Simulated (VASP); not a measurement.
Data:

```xyz
8
Lattice="4.5121 0.0000 0.0000 0.0000 4.5121 0.0000 0.0000 0.0000 4.5121" Properties=species:S:1:pos:R:3 pbc="T T T"
Mn     3.8956     2.8725     1.6395
Mn     1.6395     3.8956     2.8725
Mn     0.6165     0.6165     0.6165
Mn     2.8725     1.6395     3.8956
Si     0.6985     1.5576     2.9545
Si     2.9545     0.6985     1.5576
Si     3.8136     3.8136     3.8136
Si     1.5576     2.9545     0.6985
```
Starting moments (μB, in the order of the record's atoms Mn Mn Mn Mn Si Si Si Si): 1.1 1.1 1.1 1.1 0.0 0.0 0.0 0.0.

The numbers are results of PBE GGA, VASP's PBE PAW potentials (set 64) (plane waves; VASP), not measurements. Numerical set-up: 400 eV cut-off, Gaussian smearing of 0.050 eV, potentials Mn_pv Si.

The moments were started parallel, and other spin orders were not tried in this run.

**Question.** Give the spin-up energies of bands 27 to 40 at the high-symmetry points, in eV from the Fermi level.

**Answer.** 
```json
[
 {"band": "27", "Γ": "-2.48", "X": "-2.38", "M": "-1.79", "R": "-2.72", "X1": "-2.38"},
 {"band": "28", "Γ": "-2.48", "X": "-2.38", "M": "-1.79", "R": "-2.72", "X1": "-2.38"},
 {"band": "29", "Γ": "-1.93", "X": "-1.92", "M": "-1.47", "R": "-0.94", "X1": "-1.92"},
 {"band": "30", "Γ": "-1.93", "X": "-1.92", "M": "-1.47", "R": "-0.94", "X1": "-1.92"},
 {"band": "31", "Γ": "-1.93", "X": "-1.31", "M": "-1.30", "R": "-0.94", "X1": "-1.31"},
 {"band": "32", "Γ": "-0.39", "X": "-1.31", "M": "-1.30", "R": "-0.94", "X1": "-1.31"},
 {"band": "33", "Γ": "-0.39", "X": "-0.63", "M": "-1.06", "R": "-0.71", "X1": "-0.63"},
 {"band": "34", "Γ": "-0.39", "X": "-0.63", "M": "-1.06", "R": "-0.71", "X1": "-0.63"},
 {"band": "35", "Γ": "-0.33", "X": "-0.14", "M": "-0.60", "R": "-0.71", "X1": "-0.14"},
 {"band": "36", "Γ": "-0.33", "X": "-0.14", "M": "-0.60", "R": "-0.71", "X1": "-0.14"},
 {"band": "37", "Γ": "0.77", "X": "0.29", "M": "0.75", "R": "0.61", "X1": "0.29"},
 {"band": "38", "Γ": "0.77", "X": "0.29", "M": "0.75", "R": "0.61", "X1": "0.29"},
 {"band": "39", "Γ": "0.77", "X": "1.83", "M": "1.31", "R": "0.61", "X1": "1.83"},
 {"band": "40", "Γ": "3.00", "X": "1.83", "M": "1.31", "R": "0.61", "X1": "1.83"}
]
```

**Question.** Give the spin-down energies of bands 27 to 40 at the high-symmetry points, in eV from the Fermi level.

**Answer.** 
| band | Γ | X | M | R | X1 |
|---|---|---|---|---|---|
| 27 | -1.91 | -1.85 | -0.99 | -1.90 | -1.85 |
| 28 | -1.91 | -1.85 | -0.99 | -1.90 | -1.85 |
| 29 | -1.42 | -1.20 | -0.63 | 0.06 | -1.20 |
| 30 | -1.42 | -1.20 | -0.63 | 0.06 | -1.20 |
| 31 | -1.42 | -0.43 | -0.52 | 0.06 | -0.43 |
| 32 | 0.67 | -0.43 | -0.52 | 0.06 | -0.43 |
| 33 | 0.67 | 0.59 | -0.27 | 0.23 | 0.59 |
| 34 | 0.67 | 0.59 | -0.27 | 0.23 | 0.59 |
| 35 | 0.99 | 0.90 | 0.60 | 0.23 | 0.90 |
| 36 | 0.99 | 0.90 | 0.60 | 0.23 | 0.90 |
| 37 | 1.57 | 1.07 | 1.46 | 1.27 | 1.07 |
| 38 | 1.57 | 1.07 | 1.46 | 1.27 | 1.07 |
| 39 | 1.57 | 2.43 | 1.98 | 1.27 | 2.43 |
| 40 | 3.49 | 2.43 | 1.98 | 1.27 | 2.43 |

It has no gap at this level: it comes out as a metal or semimetal.

The compound is MnSi in the B20 structure. It was relaxed first.
